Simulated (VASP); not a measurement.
# Ti (P6_3/mmc) in VASP: further runs, part 2 of 2

VASP 6.6.1.

### 4 Vibrations by finite differences, PBE

This run uses another cell than the first one, of 17.35 Å³/atom, 0.984 times its volume.

Contents of INCAR:

```
SYSTEM = Ti
PREC     = Accurate       ! precision mode
ENCUT    = 520            ! plane-wave cutoff, eV
EDIFF    = 1E-8           ! SCF threshold, eV
ISMEAR   = 0              ! smearing method
SIGMA    = 0.1            ! smearing width, eV
LREAL    = .False.        ! projectors in reciprocal space
LASPH    = .True.         ! aspherical terms in the spheres
NELM     = 100            ! most SCF steps
ALGO     = Normal         ! electronic algorithm
ISIF     = 3              ! what is computed and relaxed
LWAVE    = .False.        ! write WAVECAR
LCHARG   = .False.        ! write CHGCAR
GGA      = PE             ! functional
NBANDS   = 19             ! bands
IBRION   = 6              ! ionic algorithm
NFREE    = 2            
POTIM    = 0.015          ! step
NSW      = 1              ! ionic steps
```

Contents of KPOINTS:

```
Automatic mesh
0
Gamma
  12 12 6
  0 0 0
```

Contents of POSCAR:

```
Ti                                      
1.0
    2.9344799811      0.0000000000      0.0000000000
   -1.4672399906      2.5413342094      0.0000000000
    0.0000000000      0.0000000000      4.6523680517
  Ti            
     2
Direct
     0.3333333300000021    0.6666666699999979    0.2500000000000000
     0.6666666699999979    0.3333333300000021    0.7500000000000000
```

Potentials or basis: VASP PAW PBE potentials, release 64 (Ti_sv).

The run is started by

```
$ cat potpaw_PBE.64/Ti_sv/POTCAR > POTCAR
$ mpirun -np 1 vasp_std > vasp.out
```

OUTCAR:

```text
SYSTEM = Ti
   PREC = Accurate
   ENCUT = 520
   EDIFF = 1E-8
   ISMEAR = 0
   LREAL = .False.
   LASPH = .True.
   NELM = 100
   ISIF = 3
   GGA = PE
   IBRION = 6
   NFREE = 2
   POTIM = 0.015
   NSW = 1

 ion  position               nearest neighbor table
   1  0.333  0.667  0.250-   2 2.88   2 2.88   2 2.88   2 2.88   2 2.88   2 2.88
[... 985 lines left out ...]
     -0.000000  1.694223  1.163092     0.000000    0.000000   -0.707107
      1.467240  0.847111  3.489276     0.000000    0.000000    0.707107
[... 21 lines left out ...]
   6 f/i=    0.000000 THz     0.000000 2PiTHz    0.000003 cm-1     0.000000 meV
             X         Y         Z           dx          dy          dz
     -0.000000  1.694223  1.163092     0.074824   -0.431353   -0.555280
      1.467240  0.847111  3.489276     0.074824   -0.431353   -0.555280

--------------------------------------------------------------------------------------------------------

 ELASTIC MODULI CONTR FROM IONIC RELAXATION (kBar)
 Direction    XX          YY          ZZ          XY          YZ          ZX
 --------------------------------------------------------------------------------
 XX        -278.9802    278.9802      0.0000      0.0000     -0.0000      0.0000
 YY         278.9802   -278.9802     -0.0000      0.0000      0.0000      0.0000
 ZZ           0.0000     -0.0000     -0.0000      0.0000      0.0000      0.0000
 XY           0.0000      0.0000      0.0000   -278.9802      0.0000      0.0000
 YZ          -0.0000      0.0000      0.0000      0.0000     -0.0000      0.0000
 ZX           0.0000      0.0000      0.0000      0.0000      0.0000      0.0000
 --------------------------------------------------------------------------------

 TOTAL ELASTIC MODULI (kBar)
 Direction    XX          YY          ZZ          XY          YZ          ZX
 --------------------------------------------------------------------------------
 XX        1651.5481    927.1818    756.0727     -0.0000      0.0000      0.0000
 YY         927.1818   1651.5480    756.0727     -0.0000      0.0000      0.0000
 ZZ         756.0727    756.0727   1855.5233     -0.0000      0.0000     -0.0000
 XY          -0.0000     -0.0000     -0.0000    362.1831      0.0000      0.0000
 YZ           0.0000      0.0000      0.0000      0.0000    392.0754     -0.0000
 ZX           0.0000      0.0000     -0.0000      0.0000     -0.0000    392.0754
 --------------------------------------------------------------------------------
```

OSZICAR:

```text
N       E                     dE             d eps       ncg     rms          rms(c)
DAV:   1     0.262058487010E+03    0.26206E+03   -0.13097E+04  2896   0.158E+03
DAV:   2     0.122702737713E+02   -0.24979E+03   -0.24586E+03  2968   0.440E+02
DAV:   3    -0.164540471086E+02   -0.28724E+02   -0.28416E+02  5362   0.123E+02
[... 15 lines left out ...]
DAV:   4    -0.156761232647E+02    0.11401E-04   -0.43736E-04  4145   0.217E-01    0.252E-02
DAV:   5    -0.156760905395E+02    0.32725E-04   -0.14392E-04  5353   0.147E-01    0.326E-03
DAV:   6    -0.156760915337E+02   -0.99414E-06   -0.15869E-05  4531   0.400E-02    0.185E-03
DAV:   7    -0.156760914953E+02    0.38418E-07   -0.11754E-06  4726   0.121E-02    0.473E-04
DAV:   8    -0.156760914985E+02   -0.32824E-08   -0.78876E-08  4715   0.342E-03
  17 F= -.15676091E+02 E0= -.15670842E+02  d E =-.104989E-01
```

stdout:

```text
POSCAR found type information on POSCAR Ti
 POSCAR found :  1 types and       2 ions
 scaLAPACK will be used
 LDA part: xc-table for (Slater+PW92), standard interpolation
 POSCAR, INCAR and KPOINTS ok, starting setup
 FFT: planning ... GRIDC
 FFT: planning ... GRID_SOFT
 FFT: planning ... GRID
 WAVECAR not read
 entering main loop
 Found     2 degrees of freedom:
 Adding 6 more for cell shape distortion
 Finite differences POTIM= 0.01500 DOF=   8
 bond charge predicted
 Finite differences progress:
 bond charge predicted
 Finite differences progress:
 bond charge predicted
 Finite differences progress:
 bond charge predicted
 Finite differences progress:
 bond charge predicted
 Finite differences progress:
 bond charge predicted
 Finite differences progress:
 bond charge predicted
 Finite differences progress:
 bond charge predicted
 Finite differences progress:
 bond charge predicted
 Finite differences progress:
 bond charge predicted
 Finite differences progress:
 bond charge predicted
 Finite differences progress:
 bond charge predicted
 Finite differences progress:
 bond charge predicted
 Finite differences progress:
 bond charge predicted
 Finite differences progress:
 bond charge predicted
 Finite differences progress:
 bond charge predicted
 Finite differences progress:
```

Run time: 16 min. Hardware: 1 thread of Intel Xeon Platinum 8488C (Sapphire Rapids), shared host; peak memory 0.4 GiB.

What came out:

- Voigt bulk modulus: 112 GPa
- Highest phonon frequency at Γ: 180 cm⁻¹

Phonon frequencies in cm⁻¹ (negative: imaginary):
```
              q point        frequencies
(0.000, 0.000, 0.000)  0 0 0 129 129 180
```

Elastic tensor in Voigt notation (GPa, in the Cartesian axes of the cell as first typed):
```
165  93  76   0   0   0
 93 165  76   0   0   0
 76  76 186   0   0   0
  0   0   0  39   0   0
  0   0   0   0  39   0
  0   0   0   0   0  36
```

Clamped-ion elastic tensor (GPa):
```
193  65  76   0   0   0
 65 193  76   0   0   0
 76  76 186   0   0   0
  0   0   0  39   0   0
  0   0   0   0  39   0
  0   0   0   0   0  64
```

Caveat: elastic constants of metals need much finer meshes, so these are rough.
